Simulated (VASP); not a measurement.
ZnGaP:

```
CELL_PARAMETERS angstrom
4.01594 0.00000 0.00000
-2.00797 3.47791 0.00000
0.00000 0.00000 4.40420
ATOMIC_POSITIONS crystal
Zn 0.00000 0.00000 0.50000
Ga 0.66667 0.33333 0.00000
P 0.33333 0.66667 0.50000
```

The cell was built by a generator and needn't be a form met in nature.

- Program: VASP 6.6.1
- Task: relaxation of cell and atoms
- Functional: PBEsol
- Dispersion: D3(BJ)
- Potentials or basis: VASP PAW PBE potentials, release 64 (Zn, Ga_d, P)
- Cutoff: 600 eV
- k mesh: 8 × 8 × 6
- Occupations: fermi-dirac, width 0.05 eV
- Spin: no spin polarisation

At the start: pressure -4.5 GPa; volume 20.50 Å³/atom.

Task: Where does the relaxation end?

Result: Over 10 steps the energy falls by 43.1 meV/atom and the volume is 18.06 Å³/atom (-11.9 %); space group P-6m2 (No. 187, to 0.05 Å).

Step by step:
| step | energy change (eV) | largest force (eV/Å) | pressure (GPa) | volume (Å³) |
| --- | --- | --- | --- | --- |
| 1 | 0.0000 | 0.0002 | -4.46 | 61.51 |
| 2 | -0.0930 | 0.0001 | -0.77 | 56.58 |
| 3 | -0.0938 | 0.0001 | -0.26 | 56.17 |
| 4 | -0.1157 | 0.0000 | 0.23 | 55.09 |
| 5 | -0.1257 | 0.0001 | 0.85 | 53.97 |
| 6 | -0.1263 | 0.0002 | 1.04 | 53.63 |
| 7 | -0.1277 | 0.0001 | -0.73 | 54.70 |
| 8 | -0.1293 | 0.0000 | -0.05 | 54.23 |
| 9 | -0.1293 | 0.0000 | -0.11 | 54.24 |
| 10 | -0.1293 | 0.0000 | 0.01 | 54.18 |

Final structure:
```
Zn Ga P
1.0
     3.93026   -0.00002    0.00000
    -1.96515    3.40370    0.00000
     0.00000    0.00000    4.05019
Zn Ga P
1 1 1
Direct
  0.00000 0.00000 0.50000
  0.66667 0.33333 0.00000
  0.33333 0.66667 0.50000
```

Caveat: the PAW data sets were made with another functional, which shifts forces and pressure a little; pairwise dispersion overbinds metals, which lowers pressure and volume.
